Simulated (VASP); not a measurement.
```xyz
2
Lattice="1.8309 -3.1712 0.0000 1.8309 3.1712 0.0000 0.0000 0.0000 5.7630" Properties=species:S:1:pos:R:3 pbc="T T T"
Dy     1.8309     1.0571     1.4407
Dy     1.8309    -1.0571     4.3223
```

All values below come from PBE GGA, VASP's PBE PAW potentials (set 64) (plane waves; VASP 6.6.1). Settings: 400 eV cut-off, 10×10×6 Γ-centred mesh, first-order Methfessel-Paxton smearing of 0.10 eV, potentials Dy_3.

The 4f electrons are frozen in the core of the lanthanide potential, so 4f levels, which can set the real gap, and their magnetism are missing.

**Question.** Give the stress tensor in GPa (positive for a compressed cell).

**Answer.** 
```
-1.42   0.00   0.00
 0.00  -1.42   0.00
 0.00   0.00  -2.64
```
The pressure is its mean diagonal, -1.82 GPa.

The compound is Dy in the hcp structure. The cell was not relaxed at this level.
